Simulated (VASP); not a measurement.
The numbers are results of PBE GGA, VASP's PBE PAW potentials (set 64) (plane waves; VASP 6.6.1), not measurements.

Input for VASP

### KPOINTS
```
Automatic mesh
0
Gamma
7 7 7
0 0 0
```

### POSCAR
```
KBr
4.7385190
  0.0000000000   0.7071068462   0.7071068462
  0.7071068462   0.0000000000   0.7071068462
  0.7071068462   0.7071068462   0.0000000000
K Br
1 1
direct
  0.0000000000   0.0000000000   0.0000000000
  0.5000000000   0.5000000000   0.5000000000
```

### INCAR
```
! general
SYSTEM  =KBr
PREC    =Accurate
ENCUT   =400
LREAL   =F
LASPH   =T

! electronic loop
EDIFF   =1E-8
NELM    =100
ALGO    =Normal
LMAXMIX =4

! smearing
ISMEAR  =0
SIGMA   =0.01

! functional
GGA     =PE

! output
LWAVE   =F
LCHARG  =F

! other
LEPSILON=T
```

POTCAR, in this order: K_sv Br (PBE.64 set). Program: vasp_std.

The run wrote:

### OUTCAR
```
 ion  position               nearest neighbor table
   1  0.000  0.000  0.000-
   2  0.500  0.500  0.500-
  LATTYP: Found a face centered cubic cell.
 ALAT       =     6.7012784516
 Subroutine PRICEL returns:
 Original cell was already a primitive cell.
 Subroutine GETGRP returns: Found 48 space group operations
The static configuration has the point symmetry O_h .
The dynamic configuration has the point symmetry O_h .
 Subroutine INISYM returns: Found 48 space group operations
 Subroutine IBZKPT returns following result:
 Found     20 irreducible k-points:

 Following reciprocal coordinates:
            Coordinates               Weight
  0.000000  0.000000  0.000000      1.000000
  0.142857  0.000000  0.000000      8.000000
  0.285714  0.000000  0.000000      8.000000
  0.428571  0.000000  0.000000      8.000000
  0.142857  0.142857  0.000000      6.000000
  0.285714  0.142857  0.000000     24.000000
  0.428571  0.142857  0.000000     24.000000
 -0.428571  0.142857  0.000000     24.000000
 -0.285714  0.142857  0.000000     24.000000
 -0.142857  0.142857  0.000000     12.000000
  0.285714  0.285714  0.000000      6.000000
  0.428571  0.285714  0.000000     24.000000
 -0.428571  0.285714  0.000000     24.000000
 -0.285714  0.285714  0.000000     12.000000
  0.428571  0.428571  0.000000      6.000000
 -0.428571  0.428571  0.000000     12.000000
  0.428571  0.285714  0.142857     24.000000
 -0.428571  0.285714  0.142857     48.000000
 -0.428571  0.428571  0.142857     24.000000
 -0.285714  0.428571  0.142857     24.000000
 Subroutine IBZKPT_HF returns following result:
   k-points           NKPTS =     20   k-points in BZ     NKDIM =     20   number of bands    NBANDS=     12
   number of dos      NEDOS =    301   number of ions     NIONS =      2
   total plane-waves  NPLWV =  32768
...
```

### OUTCAR
```


 HEAD OF MICROSCOPIC STATIC DIELECTRIC TENSOR (INDEPENDENT PARTICLE, excluding Hartree and local field effects)
 ------------------------------------------------------
           2.765084     0.000000     0.000000
           0.000000     2.765084     0.000000
          -0.000000     0.000000     2.765084
 ------------------------------------------------------

 MACROSCOPIC STATIC DIELECTRIC TENSOR (including local field effects in DFT)
 ------------------------------------------------------
           2.499969     0.000000     0.000000
          -0.000000     2.499969    -0.000000
          -0.000000    -0.000000     2.499969
 ------------------------------------------------------

 PIEZOELECTRIC TENSOR (including local field effects)  for field in x, y, z        (e  Angst)
          XX          YY          ZZ          XY          YZ          ZX
  --------------------------------------------------------------------------------
  x     0.00000     0.00000     0.00000     0.00000     0.00000     0.00000
  y     0.00000     0.00000     0.00000     0.00000     0.00000     0.00000
  z     0.00000     0.00000     0.00000     0.00000     0.00000     0.00000

 PIEZOELECTRIC TENSOR (including local field effects)  for field in x, y, z        (C/m^2)
          XX          YY          ZZ          XY          YZ          ZX
  --------------------------------------------------------------------------------
  x     0.00000     0.00000     0.00000     0.00000     0.00000     0.00000
  y     0.00000     0.00000     0.00000     0.00000     0.00000     0.00000
  z     0.00000     0.00000     0.00000     0.00000     0.00000     0.00000

 BORN EFFECTIVE CHARGES (including local field effects) (in |e|, cummulative output)
 ---------------------------------------------------------------------------------
 ion    1
    1     1.13804     0.00000     0.00000
    2     0.00000     1.13804    -0.00000
    3    -0.00000     0.00000     1.13804
 ion    2
    1    -1.13804    -0.00000    -0.00000
    2    -0.00000    -1.13804     0.00000
    3     0.00000    -0.00000    -1.13804
```
(Selected blocks of OUTCAR.)

The compound is KBr in the rock salt structure. It was relaxed first.
